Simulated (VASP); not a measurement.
Computed with r2SCAN meta-GGA, VASP's PBE PAW potentials (set 64) (plane waves; VASP).

A VASP calculation is set up with these files.

### INCAR
```
SYSTEM = BaTiO3
PREC = Accurate
ENCUT = 520
EDIFF = 1E-7
NELM = 100
ALGO = Normal
LREAL = .FALSE.
LASPH = .TRUE.
ISMEAR = 0
SIGMA = 0.01
METAGGA = R2SCAN
LMIXTAU = .TRUE.
LMAXMIX = 4
LWAVE = .FALSE.
LCHARG = .FALSE.
LOPTICS = .TRUE.
LPEAD = .TRUE.
NBANDS = 72
NEDOS = 1001
CSHIFT = 0.1
```

**POSCAR**
```
BaTiO3
1
    3.9849364881     0.0000000000     0.0000000000
    0.0000000000     2.8618202827     2.8766052530
    0.0000000000    -2.8618202827     2.8766052530
Ba Ti O
1 1 3
Direct
  0.0000000000   0.0036544380   0.0036544380
  0.5000000000   0.5189404088   0.5189404088
  0.5000000000   0.9780621739   0.4911399171
  0.5000000000   0.4911399171   0.9780621739
  0.0000000000   0.4880930622   0.4880930622
```

**KPOINTS**
```
Automatic mesh
0
Gamma
7 7 7
0 0 0
```

POTCAR, in this order: Ba_sv Ti_sv O (PBE.64 set). Program: vasp_std.

The resulting files:

**OSZICAR**
```
       N       E                     dE             d eps       ncg     rms          rms(c)
DAV:   1     0.319495869874E+03    0.31950E+03   -0.16135E+04  9216   0.617E+02
DAV:   2    -0.630845619927E+02   -0.38258E+03   -0.35251E+03  9728   0.208E+02
DAV:   3    -0.958719280257E+02   -0.32787E+02   -0.31448E+02 12152   0.588E+01
DAV:   4    -0.969938423408E+02   -0.11219E+01   -0.11164E+01 10920   0.922E+00
DAV:   5    -0.970048250278E+02   -0.10983E-01   -0.10981E-01 10768   0.850E-01    0.239E+01
DAV:   6    -0.752197924738E+02    0.21785E+02   -0.80976E+00 10504   0.270E+01    0.748E+00
DAV:   7    -0.735990414225E+02    0.16208E+01   -0.19772E+00 10080   0.519E+00    0.465E+00
DAV:   8    -0.763991870856E+02   -0.28001E+01   -0.10743E+00  9904   0.408E+00    0.304E+00
DAV:   9    -0.739928795207E+02    0.24063E+01   -0.82522E-01  9528   0.382E+00    0.965E-01
DAV:  10    -0.741858426313E+02   -0.19296E+00   -0.92197E-02  9416   0.148E+00    0.486E-01
DAV:  11    -0.742125217738E+02   -0.26679E-01   -0.15067E-02 10864   0.387E-01    0.428E-01
DAV:  12    -0.742440116990E+02   -0.31490E-01   -0.27592E-03 10160   0.224E-01    0.308E-01
DAV:  13    -0.742695823937E+02   -0.25571E-01   -0.10958E-02 10232   0.503E-01    0.131E-01
DAV:  14    -0.742704599574E+02   -0.87756E-03   -0.15132E-03 10608   0.140E-01    0.116E-01
DAV:  15    -0.742710368646E+02   -0.57691E-03   -0.42330E-04  9864   0.102E-01    0.544E-02
DAV:  16    -0.742713319047E+02   -0.29504E-03   -0.16651E-04 10168   0.441E-02    0.127E-02
DAV:  17    -0.742713877514E+02   -0.55847E-04   -0.26583E-05 10168   0.223E-02    0.320E-03
DAV:  18    -0.742713881674E+02   -0.41597E-06   -0.14966E-06 10640   0.439E-03    0.331E-03
DAV:  19    -0.742713878599E+02    0.30754E-06   -0.14824E-07 10488   0.172E-03    0.155E-03
DAV:  20    -0.742713882885E+02   -0.42860E-06   -0.21438E-07 10184   0.201E-03    0.178E-03
DAV:  21    -0.742713883727E+02   -0.84190E-07   -0.62815E-08  9168   0.104E-03
   1 F= -.74271388E+02 E0= -.74271388E+02  d E =-.590739E-13
 imaginary and real dielectric function
```

File OUTCAR:
```
------------------------ aborting loop because EDIFF is reached ----------------------------------------
  FORCE on cell =-STRESS in cart. coord.  units (eV):
  Direction    XX          YY          ZZ          XY          YZ          ZX
  --------------------------------------------------------------------------------------
  Total       -0.0505426      0.0978459      0.0564562      0.0000000      0.0000000      0.0000000
  in kB       -1.2342248      2.3893466      1.3786306      0.0000000      0.0000000      0.0000000
  external PRESSURE =       0.8445842 kB  Pullay stress =       0.0000000 kB
  volume of cell :       65.61
      direct lattice vectors                 reciprocal lattice vectors
     3.984936488  0.000000000  0.000000000     0.250945028  0.000000000  0.000000000
     0.000000000  2.861820283  2.876605253     0.000000000  0.174713976  0.173815994
     0.000000000 -2.861820283  2.876605253     0.000000000 -0.174713976  0.173815994
 POSITION                                       TOTAL-FORCE (eV/Angst)
 -----------------------------------------------------------------------------------
      0.00000      0.00000      0.02102         0.000000      0.000000      0.004571
      1.99247      0.00000      2.98557         0.000000      0.000000     -0.000228
      1.99247      1.39348      4.22631         0.000000      0.001340     -0.004186
      1.99247     -1.39348      4.22631         0.000000     -0.001340     -0.004186
      0.00000      0.00000      2.80810         0.000000      0.000000      0.004029
 -----------------------------------------------------------------------------------
    total drift:                                0.000000     -0.000000      0.011025
  FREE ENERGIE OF THE ION-ELECTRON SYSTEM (eV)
  ---------------------------------------------------
  free  energy   TOTEN  =       -74.2713883727 eV

  energy  without entropy=      -74.2713883727  energy(sigma->0) =      -74.27138837

 plasma frequency squared (from intraband transitions) (eV^2)
  --------------------------------------------------------------------------------------
       0.000       0.000       0.000
       0.000       0.000       0.000
       0.000       0.000       0.000

 plasma frequency squared (from interband transitions, int dw w eps(2)(w)) (eV^2)
  --------------------------------------------------------------------------------------
     650.378       0.000       0.000       0.000       0.000       0.000
       0.000       0.000     649.223       0.000       0.000       0.000
       0.000       0.000       0.000       0.000     649.433       0.000
```
(Selected blocks of OUTCAR.)

### OUTCAR
```
 val. band max:        3.2712577985   @ k =   0.4286   0.4286   0.4286

 cond. band min:       5.9082411181   @ k =   0.0000   0.0000   0.0000


 Fermi energy:         3.3168988378

 k-point     1 :       0.0000    0.0000    0.0000
  band No.  band energies     occupation
      1     -55.3140      2.00000
      2     -30.5232      2.00000
      3     -30.5230      2.00000
      4     -30.4619      2.00000
      5     -22.2195      2.00000
      6     -14.4523      2.00000
      7     -13.8619      2.00000
      8     -13.7940      2.00000
      9      -6.9691      2.00000
     10      -6.9684      2.00000
     11      -6.9369      2.00000
     12       0.9867      2.00000
     13       0.9945      2.00000
     14       1.0402      2.00000
     15       1.9450      2.00000
     16       2.0076      2.00000
     17       2.2139      2.00000
     18       2.8231      2.00000
     19       2.8380      2.00000
     20       2.9064      2.00000
     21       5.9082      0.00000
     22       6.0905      0.00000
     23       6.1714      0.00000
     24       7.9017      0.00000
     25       7.9732      0.00000
     26       8.7846      0.00000
     27       9.0078      0.00000
     28      11.3286      0.00000
     29      12.3710      0.00000
     30      12.4376      0.00000
     31      12.4381      0.00000
     32      18.3461      0.00000
     33      21.3048      0.00000
     34      21.4322      0.00000
     35      21.5413      0.00000
     36      24.0381      0.00000
     37      24.3439      0.00000
     38      24.6144      0.00000
     39      25.1676      0.00000
     40      25.2416      0.00000
     41      25.7280      0.00000
     42      26.2263      0.00000
     43      26.8684      0.00000
     44      27.3932      0.00000
     45      31.6146      0.00000
     46      31.6351      0.00000
     47      32.5788      0.00000
     48      33.2145      0.00000
     49      33.2427      0.00000
     50      33.5079      0.00000
     51      35.3151      0.00000
...
```

Unless said otherwise, spin-orbit coupling is left out, though it shifts the bands of the heavy elements here.

The structure comes from a computed database's BaTiO3 entry (Amm2); how it stands against other phases isn't given here. It was relaxed first.
